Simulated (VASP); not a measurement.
Energy against volume of KI (rock salt). Computed with AM05 GGA, VASP's PBE PAW potentials (set 64) (plane waves; VASP). Run with 520 eV cut-off, 7×7×7 Γ-centred mesh, Gaussian smearing of 0.050 eV, potentials K_sv I.

| V (Å³/atom) | E (eV/atom) |
|---|---|
| 44.386 | -2.73535 |
| 45.759 | -2.73687 |
| 47.132 | -2.73583 |
| 48.505 | -2.73266 |

Problem. Fit these four points and predict the energy of the run at 43.014 Å³/atom.

Solution. A cubic in V^(−2/3), the third-order Birch-Murnaghan form, passes through the four points with V0 = 45.85 Å³/atom and B0 = 10 GPa, and gives -2.7308 eV/atom there. The run gave -2.7308 eV/atom, -0.0 meV/atom from the fit; all five points give B0 = 10 GPa.

The compound is KI in the rock salt structure. It was relaxed first.
